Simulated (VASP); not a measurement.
All values below come from PBE GGA with D4 dispersion, VASP's PBE PAW potentials (set 64) (plane waves; VASP 6.6.1).

Input for VASP

### KPOINTS
```
K-points
0
gamma
  11 11 11
0 0 0
```

POSCAR:
```
NiSi2
3.8113960
  0.0000000000   0.7071068587   0.7071068587
  0.7071068587   0.0000000000   0.7071068587
  0.7071068587   0.7071068587   0.0000000000
Si Ni
2 1
Cartesian
  0.3535534294   0.3535534294   0.3535534294
  1.0606602881   1.0606602881   1.0606602881
  0.0000000000   0.0000000000   0.0000000000
```

INCAR:
```
! general
SYSTEM =NiSi2
PREC   =Accurate
ENCUT  =520
LREAL  =.FALSE.
LASPH  =.TRUE.

! electronic loop
EDIFF  =1E-7
NELM   =100
ALGO   =Normal
LMAXMIX=4

! smearing
ISMEAR =-5

! functional
GGA    =PE
IVDW   =13

! ions
ISIF   =2

! output
LWAVE  =.FALSE.
LCHARG =.TRUE.
LORBIT =11
NEDOS  =601

! other
LEFG   =.TRUE.
```

POTCAR, in this order: Si Ni (PBE.64 set). Program: vasp_std.

Output of the run:

### OSZICAR
```
       N       E                     dE             d eps       ncg     rms          rms(c)
DAV:   1     0.728917658266E+02    0.72892E+02   -0.80879E+03  1456   0.143E+03
DAV:   2    -0.149752135553E+02   -0.87867E+02   -0.82866E+02  1491   0.255E+02
DAV:   3    -0.193143391159E+02   -0.43391E+01   -0.42477E+01  1931   0.632E+01
DAV:   4    -0.193990618932E+02   -0.84723E-01   -0.84561E-01  1699   0.829E+00
DAV:   5    -0.194014878879E+02   -0.24260E-02   -0.24260E-02  1939   0.149E+00    0.166E+01
DAV:   6    -0.239996651989E+02   -0.45982E+01   -0.54482E+01  1589   0.184E+02    0.250E+01
DAV:   7    -0.174543801118E+02    0.65453E+01   -0.15879E+01  1746   0.115E+02    0.397E+00
DAV:   8    -0.173965367423E+02    0.57843E-01   -0.22386E+00  2148   0.253E+01    0.269E+00
DAV:   9    -0.173540158881E+02    0.42521E-01   -0.29542E-01  1798   0.114E+01    0.639E-01
DAV:  10    -0.173514893847E+02    0.25265E-02   -0.12934E-02  1929   0.257E+00    0.254E-01
DAV:  11    -0.173516837010E+02   -0.19432E-03   -0.11444E-03  1737   0.273E-01    0.481E-02
DAV:  12    -0.173517620872E+02   -0.78386E-04   -0.76829E-05  1986   0.165E-01    0.261E-02
DAV:  13    -0.173517247680E+02    0.37319E-04   -0.30981E-05  1865   0.129E-01    0.913E-03
DAV:  14    -0.173517210137E+02    0.37543E-05   -0.29505E-06  2184   0.185E-02    0.566E-03
DAV:  15    -0.173517263996E+02   -0.53859E-05   -0.94961E-07  2046   0.240E-02    0.586E-04
DAV:  16    -0.173517269491E+02   -0.54950E-06   -0.72779E-08   973   0.242E-03    0.112E-04
DAV:  17    -0.173517268356E+02    0.11347E-06   -0.93155E-09   923   0.173E-03    0.165E-04
DAV:  18    -0.173517271016E+02   -0.26603E-06   -0.30568E-09   908   0.114E-03    0.134E-04
DAV:  19    -0.173517269778E+02    0.12379E-06   -0.10920E-09   848   0.671E-04    0.319E-05
DAV:  20    -0.173517269667E+02    0.11159E-07   -0.33941E-10   838   0.176E-04
   1 F= -.18732500E+02 E0= -.18732500E+02  d E =0.000000E+00
```

### OUTCAR
```
------------------------ aborting loop because EDIFF is reached ----------------------------------------
  Edisp (eV):   -1.38077
  FORCE on cell =-STRESS in cart. coord.  units (eV):
  Direction    XX          YY          ZZ          XY          YZ          ZX
  --------------------------------------------------------------------------------------
  Total      -0.22487    -0.22487    -0.22487     0.00000     0.00000     0.00000
  in kB      -9.20239    -9.20239    -9.20239     0.00000     0.00000     0.00000
  external pressure =       -9.20 kB  Pullay stress =        0.00 kB
  volume of cell :       39.15
      direct lattice vectors                 reciprocal lattice vectors
     0.000000000  2.695064253  2.695064253    -0.185524334  0.185524334  0.185524334
     2.695064253  0.000000000  2.695064253     0.185524334 -0.185524334  0.185524334
     2.695064253  2.695064253  0.000000000     0.185524334  0.185524334 -0.185524334
 POSITION                                       TOTAL-FORCE (eV/Angst)
 -----------------------------------------------------------------------------------
      1.34753      1.34753      1.34753        -0.000000     -0.000000     -0.000000
      4.04260      4.04260      4.04260         0.000000      0.000000      0.000000
      0.00000      0.00000      0.00000        -0.000000      0.000000     -0.000000
 -----------------------------------------------------------------------------------
    total drift:                               -0.000000     -0.000000      0.000000
  FREE ENERGIE OF THE ION-ELECTRON SYSTEM (eV)
  ---------------------------------------------------
  free  energy   TOTEN  =       -18.7324995325 eV

  energy  without entropy=      -18.7324995325  energy(sigma->0) =      -18.73249953

 total charge

# of ion       s       p       d       tot
------------------------------------------
    1        0.737   0.852   0.000   1.590
    2        0.737   0.852   0.000   1.590
    3        0.563   0.816   8.451   9.831
--------------------------------------------------
tot          2.038   2.521   8.451  13.010

 Electric field gradients after diagonalization (V/A^2)
 (convention: |V_zz| > |V_xx| > |V_yy|)
----------------------------------------------------------------------
 ion       V_xx      V_yy      V_zz     asymmetry (V_yy - V_xx)/ V_zz
----------------------------------------------------------------------
   1       0.000     0.000    -0.000       0.000
   2       0.000     0.000    -0.000       0.000
   3      -0.002    -0.002     0.004       0.000
```
(Selected blocks of OUTCAR.)

For a metal the tetrahedron method with Blöchl corrections gives inexact stress and forces.

The compound is NiSi2 in the fluorite structure. It was relaxed first. The run is not spin-polarised, so no magnetic state was tried.
